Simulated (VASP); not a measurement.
Here is the system:

```xyz
1
Lattice="-2.4475 2.4475 2.4475 2.4475 -2.4475 2.4475 2.4475 2.4475 -2.4475" Properties=species:S:1:pos:R:3 pbc="T T T"
Ba     0.0000     0.0000     0.0000
```

Calculation: PBEsol GGA, VASP's PBE PAW potentials (set 64) (plane waves; VASP). Settings: 500 eV cut-off, 11×11×11 Γ-centred mesh, first-order Methfessel-Paxton smearing of 0.10 eV, potentials Ba_sv.

Energy and stress use the plane-wave basis of the starting cell.

**Question.** The ions, cell shape and volume at an external pressure of 5.0 GPa are relaxed. Predict the relaxed structure.

**Answer.** 
```xyz
1
Lattice="-2.1856 2.1856 2.1856 2.1856 -2.1856 2.1856 2.1856 2.1856 -2.1856" Properties=species:S:1:pos:R:3 pbc="T T T"
Ba     0.0000     0.0000     4.3711
```
Space group Im-3m (229), at a tolerance of 0.03 Å.

**Question.** How do energy and volume change from the first to the last step?

**Answer.** The energy (σ→0) changes by +220.5 meV/atom and the volume by -28.8 %, in 4 ionic steps.

```json
[
 {"step": "1", "E(σ→0) (eV)": "-2.1516", "max force (eV/Å)": "0.000", "pressure (GPa)": "0.00", "volume (Å³)": "58.64"},
 {"step": "2", "E(σ→0) (eV)": "-2.0056", "max force (eV/Å)": "0.000", "pressure (GPa)": "3.88", "volume (Å³)": "44.45"},
 {"step": "3", "E(σ→0) (eV)": "-1.9493", "max force (eV/Å)": "0.000", "pressure (GPa)": "4.73", "volume (Å³)": "42.36"},
 {"step": "4", "E(σ→0) (eV)": "-1.9311", "max force (eV/Å)": "0.000", "pressure (GPa)": "5.00", "volume (Å³)": "41.76"}
]
```

The compound is Ba in the bcc structure. This run relaxes it under an external pressure of 5 GPa. Symmetry was kept, so distortions that lower it aren't found.
